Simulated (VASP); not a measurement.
# Sn2C (Fm-3m): band edges, masses and strain

The runs below take Sn2C at its given cell and follow the band edges through several levels. The cell is generated by rule, not measured, and may not be a known phase.

Calculated with VASP 6.6.1; PBE; plane waves and PAW (C, Sn_d), in the first sound run; inputs show where later runs differ.

The structure was built from a prototype and need not be the compound's stable phase.

### Step 1. Starting point

It takes space group Fm-3m (No. 225, cubic). Conventional cell: a = 5.186 Å, b = 5.186 Å, c = 5.186 Å, α = 90.00°, β = 90.00°, γ = 90.00°. C has 8 Sn at 2.25 Å nearest. Nearest to Sn lie 4 C at 2.25 Å. Farther neighbours are not listed.

### Step 2. Relaxation of the atoms

The cell is kept as given; the atoms are relaxed first, so that no residual force shifts the band edges.

INCAR

```
SYSTEM = Sn2C
PREC = Accurate
ENCUT = 520
EDIFF = 1E-06
NELM = 100
ISMEAR = 0
SIGMA = 0.02
LREAL = .FALSE.
ALGO = Normal
GGA = PE
NBANDS = 22
LORBIT = 11
LWAVE = .FALSE.
LCHARG = .FALSE.
KPAR = 4
IBRION = 2
NSW = 40
ISIF = 2
EDIFFG = -0.005
```

POSCAR

```
Sn2C
1.0
    0.0000000000      2.5927600000      2.5927600000
    2.5927600000      0.0000000000      2.5927600000
    2.5927600000      2.5927600000      0.0000000000
C Sn
1 2
Direct
    0.0000000000      0.0000000000      0.0000000000
    0.2500000000      0.2500000000      0.2500000000
    0.7500000000      0.7500000000      0.7500000000
```

KPOINTS

```
Automatic mesh
0
Gamma
10 10 10
0 0 0
```

PAW data sets: C and Sn_d (PBE family, release 64).

On the command line:

```
$ mpirun -np 4 vasp_std
```

The log of the run:

```text
[banner, memory and clock lines left out]
running    4 mpi-ranks, on    1 nodes
 distrk:  each k-point on    1 cores,    4 groups
 distr:  one band on    1 cores,    1 groups

 POSCAR found type information on POSCAR C Sn
 POSCAR found :  2 types and       3 ions
 LDA part: xc-table for (Slater+PW92), standard interpolation
 POSCAR, INCAR and KPOINTS ok, starting setup
 FFT: planning ... GRIDC
 FFT: planning ... GRID_SOFT
 FFT: planning ... GRID
 WAVECAR not read
 entering main loop
       N       E                     dE             d eps       ncg     rms          rms(c)
DAV:   1     0.258944301835E+03    0.25894E+03   -0.16126E+04  2206   0.273E+03
DAV:   2     0.188146434711E+02   -0.24013E+03   -0.23115E+03  2098   0.499E+02
DAV:   3    -0.607233726226E+01   -0.24887E+02   -0.23958E+02  2368   0.145E+02
DAV:   4    -0.690036943362E+01   -0.82803E+00   -0.82043E+00  2392   0.269E+01
DAV:   5    -0.692379642904E+01   -0.23427E-01   -0.23421E-01  2682   0.440E+00    0.942E+00
DAV:   6    -0.507529806217E+01    0.18485E+01   -0.39890E+00  2780   0.242E+01    0.481E+00
DAV:   7    -0.505057398455E+01    0.24724E-01   -0.58592E-01  2296   0.455E+00    0.240E+00
DAV:   8    -0.500556580610E+01    0.45008E-01   -0.52553E-02  3248   0.169E+00    0.450E-01
DAV:   9    -0.500035434682E+01    0.52115E-02   -0.62402E-03  2876   0.108E+00    0.714E-02
DAV:  10    -0.500039344484E+01   -0.39098E-04   -0.14785E-03  3036   0.304E-01    0.292E-02
DAV:  11    -0.500038536329E+01    0.80815E-05   -0.38872E-05  2932   0.706E-02    0.158E-02
DAV:  12    -0.500038556341E+01   -0.20012E-06   -0.10549E-05  2888   0.424E-02    0.287E-03
DAV:  13    -0.500038440777E+01    0.11556E-05   -0.34104E-07  1556   0.502E-03    0.564E-04
DAV:  14    -0.500038431132E+01    0.96449E-07   -0.66045E-08  1538   0.257E-03
 curvature:   0.00 expect dE= 0.000E+00 dE for cont linesearch  0.000E+00
 trial: gam= 0.00000 g(F)=  0.146E-48 g(S)=  0.000E+00 ort = 0.000E+00 (trialstep = 0.100E+01)
 search vector abs. value=  0.100E-09
 reached required accuracy - stopping structural energy minimisation
```

Run time: 5.2 s. Hardware: 4 MPI ranks of Intel Xeon 6975P-C (Granite Rapids), shared host; peak memory 0.66 GiB; 18 s of CPU time.

Lines that name or quote the potential files are left out of all logs, and their timing lines are given in words.

From OUTCAR (step 2):

```text
ion  position               nearest neighbor table
   1  0.000  0.000  0.000-   3 2.25   3 2.25   3 2.25   2 2.25   3 2.25   2 2.25   2 2.25   2 2.25

  LATTYP: Found a face centered cubic cell.
 ALAT       =     5.1855200000

 Subroutine GETGRP returns: Found 48 space group operations
 (whereof 48 operations were pure point group operations)

The static configuration has the point symmetry O_h .

 Found     47 irreducible k-points:

   k-points           NKPTS =     47   k-points in BZ     NKDIM =     47   number of bands    NBANDS=     22

   dimension x,y,z NGX =    28 NGY =   28 NGZ =   28
   dimension x,y,z NGXF=    56 NGYF=   56 NGZF=   56

   ENCUT  =  520.0 eV  38.22 Ry    6.18 a.u.   6.82  6.82  6.82*2*pi/ulx,y,z

   NELECT =      32.0000    total number of electrons

 k-points in reciprocal lattice and weights: Automatic mesh
   0.00000000  0.00000000  0.00000000       0.001
   0.10000000  0.00000000  0.00000000       0.008
   0.20000000  0.00000000  0.00000000       0.008
   0.30000000  0.00000000  0.00000000       0.008
   0.40000000  0.00000000  0.00000000       0.008
   0.50000000  0.00000000  0.00000000       0.004
   0.10000000  0.10000000  0.00000000       0.006
   0.20000000  0.10000000  0.00000000       0.024
   0.30000000  0.10000000  0.00000000       0.024
[...]
-0.30000000  0.40000000  0.20000000       0.024
  -0.30000000  0.50000000  0.20000000       0.012

 average (electrostatic) potential at core
       1 -38.9718       2 -90.8316       3 -90.8316

 E-fermi :  17.3078

 k-point     1 :       0.0000    0.0000    0.0000
  band No.  band energies     occupation
    ...
     14      13.5885      2.00000
     15      13.5885      2.00000
     16      15.9798      2.00000
     17      15.9798      2.00000
     18      15.9798      2.00000
     19      21.3588      0.00000
     20      23.3030      0.00000
     21      23.3030      0.00000
     22      23.3030      0.00000

 k-point     2 :       0.1000    0.0000    0.0000
  band No.  band energies     occupation
    ...
     14      13.2976      2.00000
     15      13.7653      2.00000
     16      16.2512      2.00000
     17      16.3967      2.00000
     18      16.3967      2.00000
     19      22.0621      0.00000
     20      22.7944      0.00000
     21      22.7944      0.00000
     22      23.2751      0.00000

 k-point     3 :       0.2000    0.0000    0.0000
  band No.  band energies     occupation
    ...
     14      12.7945      2.00000
     15      13.5536      2.00000
     16      17.0923      2.00000
     17      17.1291      2.00000
     18      17.1291      2.00000
     19      21.6763      0.00000
     20      22.2343      0.00000
     21      22.2343      0.00000
     22      25.3696      0.00000

  Total       32.5261021     32.5261021     32.5261021      0.0000000      0.0000000      0.0000000
  in kB     1494.9465096   1494.9465096   1494.9465096      0.0000000      0.0000000      0.0000000
  external PRESSURE =    1494.9465096 kB  Pullay stress =       0.0000000 kB

  energy-cutoff  :      520.00
  volume of cell :       34.86
      direct lattice vectors                 reciprocal lattice vectors
     0.000000000  2.592760000  2.592760000    -0.192844691  0.192844691  0.192844691
     2.592760000  0.000000000  2.592760000     0.192844691 -0.192844691  0.192844691
     2.592760000  2.592760000  0.000000000     0.192844691  0.192844691 -0.192844691

 POSITION                                       TOTAL-FORCE (eV/Angst)
 -----------------------------------------------------------------------------------
      0.00000      0.00000      0.00000        -0.000000      0.000000      0.000000
      1.29638      1.29638      1.29638         0.000000      0.000000      0.000000
      3.88914      3.88914      3.88914        -0.000000     -0.000000     -0.000000
 -----------------------------------------------------------------------------------
    total drift:                                0.000000      0.000000      0.000000

  FREE ENERGIE OF THE ION-ELECTRON SYSTEM (eV)
  ---------------------------------------------------
  free  energy   TOTEN  =        -5.0003843113 eV

  energy  without entropy=       -4.9997320742  energy(sigma->0) =       -5.00005819

 reached required accuracy - stopping structural energy minimisation

 total charge
# of ion       s       p       d       tot
------------------------------------------
    1        1.039   1.431   0.000   2.469
    2        1.288   1.518  10.336  13.142
    3        1.288   1.518  10.336  13.142
--------------------------------------------------
tot          3.614   4.468  20.672  28.754

[... 3 further parts left out ...]
```

CONTCAR:

```
Sn2C
   1.00000000000000
     0.0000000000000000    2.5927600000000002    2.5927600000000002
     2.5927600000000002    0.0000000000000000    2.5927600000000002
     2.5927600000000002    2.5927600000000002    0.0000000000000000
  C               Sn
     1     2
Direct
     0.0000000000000000    0.0000000000000000    0.0000000000000000
     0.2500000000000000    0.2500000000000000    0.2500000000000000
     0.7500000000000000    0.7500000000000000    0.7500000000000000
```

The run keeps the 48 symmetry operations of its start, so it cannot find a distortion of lower symmetry.

The forces vanish from the start, and no atom moves.

This step gave:

* SCF cycles: 14
* electrons: 32
* bands: 22
* irreducible k-points: 47
* symmetry operations: 48
* free energy (TOTEN): -5.000 eV
* energy at zero smearing: -5.000 eV
* Fermi energy: 17.31 eV
* pressure: 149.5 GPa
* metallic: yes

### Step 3. Bands on a dense mesh

A dense even mesh and a path are solved together, since either alone can miss a band edge.

Changes to INCAR since step 2:

```diff
@@ -10,3 +10,3 @@
 GGA = PE
-NBANDS = 22
+NBANDS = 29
 LORBIT = 11
@@ -15,5 +15,2 @@
 KPAR = 4
-IBRION = 2
-NSW = 40
 ISIF = 2
-EDIFFG = -0.005
```

POSCAR is that of step 2.

KPOINTS

```
Automatic mesh
0
Gamma
14 14 14
0 0 0
```

KPOINTS_OPT

```
Line mode
24
Line-mode
Reciprocal
  0.00000000   0.00000000   0.00000000 GAMMA
  0.50000000   0.00000000   0.50000000 X

  0.50000000   0.00000000   0.50000000 X
  0.50000000   0.25000000   0.75000000 W

  0.50000000   0.25000000   0.75000000 W
  0.37500000   0.37500000   0.75000000 K

  0.37500000   0.37500000   0.75000000 K
  0.00000000   0.00000000   0.00000000 GAMMA

  0.00000000   0.00000000   0.00000000 GAMMA
  0.50000000   0.50000000   0.50000000 L

  0.50000000   0.50000000   0.50000000 L
  0.62500000   0.25000000   0.62500000 U

  0.62500000   0.25000000   0.62500000 U
  0.50000000   0.25000000   0.75000000 W

  0.50000000   0.25000000   0.75000000 W
  0.50000000   0.50000000   0.50000000 L

  0.50000000   0.50000000   0.50000000 L
  0.37500000   0.37500000   0.75000000 K

  0.62500000   0.25000000   0.62500000 U
  0.50000000   0.00000000   0.50000000 X
```

On the command line:

```
$ mpirun -np 4 vasp_std
```

The log of the run:

```text
[... set-up lines as in an earlier step ...]
 entering main loop
       N       E                     dE             d eps       ncg     rms          rms(c)
DAV:   1     0.286018246515E+03    0.28602E+03   -0.14460E+04  7109   0.207E+03
DAV:   2     0.266218138723E+02   -0.25940E+03   -0.24242E+03  6079   0.468E+02
DAV:   3    -0.591374655908E+01   -0.32536E+02   -0.31565E+02  6727   0.127E+02
DAV:   4    -0.688624638416E+01   -0.97250E+00   -0.96933E+00  7003   0.232E+01
DAV:   5    -0.690795932995E+01   -0.21713E-01   -0.21710E-01  7363   0.344E+00    0.942E+00
DAV:   6    -0.508197023112E+01    0.18260E+01   -0.16734E+00  8465   0.184E+01    0.443E+00
DAV:   7    -0.505232991863E+01    0.29640E-01   -0.56026E-01  6717   0.339E+00    0.253E+00
DAV:   8    -0.500457335474E+01    0.47757E-01   -0.36826E-02  7917   0.102E+00    0.326E-01
DAV:   9    -0.500135842836E+01    0.32149E-02   -0.26031E-03  8798   0.673E-01    0.850E-02
DAV:  10    -0.500135496945E+01    0.34589E-05   -0.11290E-03  9324   0.220E-01    0.215E-02
DAV:  11    -0.500134952774E+01    0.54417E-05   -0.41332E-05  9155   0.645E-02    0.919E-03
DAV:  12    -0.500134994115E+01   -0.41341E-06   -0.45006E-06  7015   0.176E-02
   1 F= -.50013499E+01 E0= -.50011574E+01  d E =-.385129E-03
 Start KPOINTS_OPT (optional k-point list driver)
k-point batch [1-104\240]
       N       E                     dE             ncg
DAV:   1     0.315365408305E+05   -0.61977E+05     7062
DAV:   2     0.431268811516E+04   -0.27224E+05     6090
DAV:   3     0.965442926155E+03   -0.33472E+04     6973
DAV:   4     0.863373740692E+03   -0.10207E+03     6990
DAV:   5     0.860877750415E+03   -0.24960E+01     7957
DAV:   6     0.860809623234E+03   -0.68127E-01     7412
DAV:   7     0.860805177499E+03   -0.44457E-02     8822
DAV:   8     0.860805164012E+03   -0.13487E-04     6065
DAV:   9     0.860805163686E+03   -0.32602E-06     4436
[...]
k-point batch [209-240\240]
       N       E                     dE             ncg
DAV:   1     0.971773090851E+05   -0.32172E+05     2165
DAV:   2     0.887070164891E+05   -0.84703E+04     1874
DAV:   3     0.876555631905E+05   -0.10515E+04     2101
DAV:   4     0.876243615995E+05   -0.31202E+02     2210
DAV:   5     0.876235827324E+05   -0.77887E+00     2420
DAV:   6     0.876235599738E+05   -0.22759E-01     2398
DAV:   7     0.876235586939E+05   -0.12799E-02     2636
DAV:   8     0.876235586905E+05   -0.34264E-05     1945
DAV:   9     0.876235586903E+05   -0.15201E-06     1324
```

The job ended after 25 s (4 MPI ranks; peak memory 1.1 GiB; 95 s of CPU time).

Parts of OUTCAR (step 3):

```text
The static configuration has the point symmetry O_h .

 Found    104 irreducible k-points:

   k-points           NKPTS =    104   k-points in BZ     NKDIM =    104   number of bands    NBANDS=     29

   NELECT =      32.0000    total number of electrons

 E-fermi :  17.3729

 k-point     1 :       0.0000    0.0000    0.0000
  band No.  band energies     occupation
    ...
     14      13.5599      2.00000
     15      13.5599      2.00000
     16      15.9780      2.00000
     17      15.9780      2.00000
     18      15.9780      2.00000
     19      21.3579      0.00000
     20      23.3094      0.00000
     21      23.3094      0.00000
     22      23.3094      0.00000
     23      26.4848      0.00000
    ...

 k-point     2 :       0.0714    0.0000    0.0000
  band No.  band energies     occupation
    ...
     14      13.3990      2.00000
     15      13.7347      2.00000
     16      16.1020      2.00000
     17      16.2062      2.00000
     18      16.2062      2.00000
     19      21.8280      0.00000
     20      23.0109      0.00000
     21      23.0109      0.00000
     22      23.1921      0.00000
     23      26.9589      0.00000
    ...

  Total       32.3393842     32.3393842     32.3393842     -0.0000000     -0.0000000      0.0000000
  in kB     1486.3646889   1486.3646889   1486.3646889     -0.0000000     -0.0000000      0.0000000
  external PRESSURE =    1486.3646889 kB  Pullay stress =       0.0000000 kB

 POSITION                                       TOTAL-FORCE (eV/Angst)
 -----------------------------------------------------------------------------------
      0.00000      0.00000      0.00000        -0.000000     -0.000000      0.000000
      1.29638      1.29638      1.29638        -0.000000     -0.000000     -0.000000
      3.88914      3.88914      3.88914         0.000000      0.000000      0.000000
 -----------------------------------------------------------------------------------
    total drift:                                0.000000      0.000000      0.000000

  FREE ENERGIE OF THE ION-ELECTRON SYSTEM (eV)
  ---------------------------------------------------
  free  energy   TOTEN  =        -5.0013499412 eV

  energy  without entropy=       -5.0009648118  energy(sigma->0) =       -5.00115738

 total charge
# of ion       s       p       d       tot
------------------------------------------
    1        1.037   1.428   0.000   2.465
    2        1.280   1.526  10.337  13.143
    3        1.280   1.526  10.337  13.143
--------------------------------------------------
tot          3.598   4.479  20.673  28.750

[... 6 parts as in an earlier step ...]

[... 6 further parts left out ...]
```

Numbers from this step:

```
SCF cycles              : 12
bands                   : 29
irreducible k-points    : 104
free energy (TOTEN)     : -5.001 eV
energy at zero smearing : -5.001 eV
Fermi energy            : 17.37 eV
pressure                : 148.6 GPa
```

The electronic bands at the labelled points (eV, zero at the Fermi level; # counts the bands kept, so #1 is VASP's band 12):

| point | #2 | #3 | #4 | #5 | #6 | #7 | #8 | #9 |
| --- | --- | --- | --- | --- | --- | --- | --- | --- |
| Γ | -3.81 | -3.81 | -3.81 | -1.39 | -1.39 | -1.39 | 3.98 | 5.94 |
| 0.52 of the way | -6.81 | -6.81 | -3.59 | -2.37 | 1.94 | 1.94 | 1.95 | 9.12 |
| X | -8.33 | -8.33 | -4.48 | -3.81 | 3.55 | 4.93 | 4.93 | 9.37 |
| 0.52 of the way | -9.61 | -9.05 | -2.47 | -2.42 | 2.82 | 2.98 | 5.20 | 7.94 |
| W | -11.01 | -9.59 | -0.07 | 0.33 | 0.56 | 0.56 | 6.04 | 6.04 |
| 0.48 of the way | -10.87 | -8.68 | -2.13 | 0.04 | 1.69 | 1.86 | 5.11 | 6.60 |
| K | -11.00 | -7.51 | -3.68 | -0.07 | 2.49 | 3.19 | 3.76 | 7.03 |
| 0.48 of the way | -8.38 | -4.90 | -2.49 | -0.24 | -0.02 | 1.33 | 2.88 | 5.98 |
| Γ | -3.81 | -3.81 | -3.81 | -1.39 | -1.39 | -1.39 | 3.98 | 5.94 |
| 0.52 of the way | -4.87 | -4.87 | -4.01 | 0.05 | 0.05 | 0.35 | 3.95 | 4.92 |
| L | -5.33 | -5.33 | -4.36 | 0.03 | 0.03 | 1.80 | 4.07 | 7.23 |
| 0.48 of the way | -8.21 | -6.26 | -2.98 | -0.38 | 1.53 | 2.31 | 4.63 | 6.47 |
| U | -11.00 | -7.51 | -3.68 | -0.07 | 2.49 | 3.19 | 3.76 | 7.03 |
| 0.48 of the way | -10.89 | -8.55 | -2.33 | 0.02 | 1.83 | 1.96 | 5.00 | 6.65 |
| W | -11.01 | -9.59 | -0.07 | 0.33 | 0.56 | 0.56 | 6.04 | 6.04 |
| 0.48 of the way | -8.86 | -7.19 | -1.91 | -0.96 | 2.06 | 2.32 | 4.31 | 5.89 |
| L | -5.33 | -5.33 | -4.36 | 0.03 | 0.03 | 1.80 | 4.07 | 7.23 |
| 0.48 of the way | -8.21 | -6.26 | -2.98 | -0.38 | 1.53 | 2.31 | 4.63 | 6.47 |
| K | -11.00 | -7.51 | -3.68 | -0.07 | 2.49 | 3.19 | 3.76 | 7.03 |
| jump to U | -11.00 | -7.51 | -3.68 | -0.07 | 2.49 | 3.19 | 3.76 | 7.03 |
| 0.48 of the way | -9.56 | -8.10 | -4.02 | -2.56 | 3.23 | 4.28 | 4.50 | 8.94 |
| X | -8.33 | -8.33 | -4.48 | -3.81 | 3.55 | 4.93 | 4.93 | 9.37 |

Of the projections kept (C, Sn), the largest for each band there; the rest of the weight can lie on other orbitals:

```csv
point,#2,#3,#4,#5,#6,#7,#8,#9
Γ,C 0.61,C 0.61,C 0.61,Sn 1.00,Sn 1.00,Sn 1.00,Sn 1.00,Sn 1.00
X,Sn 0.73,Sn 0.73,Sn 1.00,Sn 0.75,C 0.74,C 0.50,C 0.50,Sn 0.76
W,Sn 0.86,Sn 0.81,Sn 0.51,Sn 0.76,Sn 0.72,Sn 0.72,Sn 0.67,Sn 0.67
K,Sn 0.84,Sn 0.70,Sn 0.88,Sn 0.70,C 0.58,Sn 0.65,Sn 0.61,Sn 1.00
Γ,C 0.61,C 0.61,C 0.61,Sn 1.00,Sn 1.00,Sn 1.00,Sn 1.00,Sn 1.00
L,Sn 0.55,Sn 0.55,Sn 0.67,Sn 1.00,Sn 1.00,C 0.50,Sn 0.63,Sn 0.80
```

At 148.6 GPa the cell is away from the equilibrium volume of this level: left free, it would expand.

(Part 1 of 3 ends here.)

[Lines on the potential files, build, host, timing and source positions are cut from VASP's logs without a mark.]

[Logs are printed without paths, hosts, clocks, repeated set-up lines and the standing remarks that a program may print on its own settings, such as how far it seeks lower states.]

[Hosts, paths, dates, database ids (printed as entryN), source tags and the programs' standing remarks are cut or masked in the printed files.]

[In band tables of VASP the shares of atoms and orbitals are scaled to a sum of 1 inside the atoms' spheres.]

[Gaps and slopes under strain along one axis are those of the sampled path and mesh points; where strain splits equal valleys, another of them can be the edge.]
